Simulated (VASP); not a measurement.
Output of a VASP run:

### OSZICAR
```
       N       E                     dE             d eps       ncg     rms          rms(c)
DAV:   1     0.359671685852E+02    0.35967E+02   -0.70603E+03  5386   0.160E+03
DAV:   2    -0.153980947857E+02   -0.51365E+02   -0.44076E+02  4694   0.334E+02
DAV:   3    -0.216531470300E+02   -0.62551E+01   -0.51367E+01  4954   0.254E+02
DAV:   4    -0.219827087869E+02   -0.32956E+00   -0.29469E+00  5390   0.273E+01
DAV:   5    -0.219913435454E+02   -0.86348E-02   -0.83919E-02  5139   0.299E+00    0.498E+01
DAV:   6    -0.210659664226E+02    0.92538E+00   -0.78317E-01  5510   0.280E+01    0.221E+01
DAV:   7    -0.207209493388E+02    0.34502E+00   -0.63876E-01  5683   0.240E+01    0.432E-01
DAV:   8    -0.207098311770E+02    0.11118E-01   -0.82859E-03  5754   0.979E-01    0.217E-01
DAV:   9    -0.207091553443E+02    0.67583E-03   -0.43991E-04  5175   0.204E-01    0.377E-02
DAV:  10    -0.207091709998E+02   -0.15656E-04   -0.50669E-05  4937   0.655E-02    0.659E-03
DAV:  11    -0.207091698382E+02    0.11617E-05   -0.77198E-07  4614   0.180E-02    0.278E-03
DAV:  12    -0.207091694284E+02    0.40980E-06   -0.51126E-08  2781   0.583E-03    0.422E-04
DAV:  13    -0.207091694619E+02   -0.33584E-07   -0.15615E-08  2622   0.480E-03
   1 F= -.20709169E+02 E0= -.20709166E+02  d E =-.207092E+02
       N       E                     dE             d eps       ncg     rms          rms(c)
DAV:   1    -0.207094003106E+02   -0.23088E-03   -0.28717E-02  4568   0.627E+00    0.927E-02
DAV:   2    -0.207091785347E+02    0.22178E-03   -0.32036E-04  5467   0.237E-01    0.463E-02
DAV:   3    -0.207091113248E+02    0.67210E-04   -0.14630E-04  5654   0.174E-01    0.815E-03
DAV:   4    -0.207091114385E+02   -0.11371E-06   -0.42990E-06  4768   0.233E-02    0.314E-03
DAV:   5    -0.207091113475E+02    0.91010E-07   -0.26682E-08  2619   0.813E-03
   2 F= -.20709111E+02 E0= -.20709086E+02  d E =0.581144E-04
       N       E                     dE             d eps       ncg     rms          rms(c)
DAV:   1    -0.207093196101E+02   -0.20817E-03   -0.10315E-02  4537   0.377E+00    0.556E-02
DAV:   2    -0.207092397959E+02    0.79814E-04   -0.11461E-04  5472   0.142E-01    0.277E-02
DAV:   3    -0.207092157959E+02    0.24000E-04   -0.51690E-05  5630   0.103E-01    0.494E-03
DAV:   4    -0.207092158793E+02   -0.83334E-07   -0.15198E-06  4730   0.140E-02    0.186E-03
DAV:   5    -0.207092158667E+02    0.12557E-07   -0.86261E-09  2349   0.484E-03
   3 F= -.20709216E+02 E0= -.20709204E+02  d E =-.464048E-04
```

File OUTCAR:
```
------------------------ aborting loop because EDIFF is reached ----------------------------------------
  FORCE on cell =-STRESS in cart. coord.  units (eV):
  Direction    XX          YY          ZZ          XY          YZ          ZX
  --------------------------------------------------------------------------------------
  Total        4.7450213      4.7450208      4.7445390      0.0000000      0.0000000      0.0000000
  in kB      273.0627553    273.0627267    273.0350027      0.0000000      0.0000000      0.0000000
  external PRESSURE =     273.0534949 kB  Pullay stress =       0.0000000 kB
  volume of cell :       27.84
      direct lattice vectors                 reciprocal lattice vectors
     1.353724838 -2.344720076 -0.000000000     0.369351279 -0.213245071  0.000000000
     1.353724838  2.344720076  0.000000000     0.369351279  0.213245071 -0.000000000
     0.000000000  0.000000000  4.385659222     0.000000000 -0.000000000  0.228015892
 POSITION                                       TOTAL-FORCE (eV/Angst)
 -----------------------------------------------------------------------------------
      1.35372      0.78157      1.09641         0.000000      0.000000      0.000000
      1.35372     -0.78157      3.28924        -0.000000     -0.000000      0.000000
 -----------------------------------------------------------------------------------
    total drift:                                0.000000      0.000005     -0.000016
  FREE ENERGIE OF THE ION-ELECTRON SYSTEM (eV)
  ---------------------------------------------------
  free  energy   TOTEN  =       -20.7092158667 eV

  energy  without entropy=      -20.7091792655  energy(sigma->0) =      -20.70920367

 reached required accuracy - stopping structural energy minimisation
```
(Selected blocks of OUTCAR.)

File POSCAR:
```
Re
1
    1.3542466855    -2.3456239525     0.0000000000
    1.3542466855     2.3456239525     0.0000000000
    0.0000000000     0.0000000000     4.3822798997
Re
2
Direct
  0.3333330000   0.6666670000   0.2500000000
  0.6666670000   0.3333330000   0.7500000000
```

Q: Reconstruct the remaining input files.

A: One answer among several that fit: the input of the run itself, rev-vdW-DF2, plane waves, VASP's PBE PAW potentials (set 64).

### INCAR
```
# general
SYSTEM    =  Re
PREC      =  Accurate
ENCUT     =  520   # plane-wave cut-off (eV)
LREAL     =  F
LASPH     =  T

# electronic loop
EDIFF     =  1E-7
NELM      =  100   # most electronic steps
ALGO      =  Normal
LMAXMIX   =  6

# smearing
ISMEAR    =  1   # Methfessel-Paxton
SIGMA     =  0.1

# functional
GGA       =  MK
LUSE_VDW  =  T
AGGAC     =  0.0
PARAM1    =  0.1234568
PARAM2    =  0.7114
ZAB_VDW   =  -1.8867

# ions
IBRION    =  2   # conjugate gradients
NSW       =  30   # most ionic steps
ISIF      =  4   # ions and shape, fixed volume
EDIFFG    =  -0.01   # ionic stop

# output
LWAVE     =  F
LCHARG    =  F
```

KPOINTS:
```
K-points
0
Gamma
15 15 8
```

POTCAR, in this order: Re (PBE.64 set). Program: vasp_std.

The compound is Re in the hcp structure. This cell is one point of a volume scan, at 0.94 of the reference volume. Symmetry was kept, so distortions that lower it aren't found.
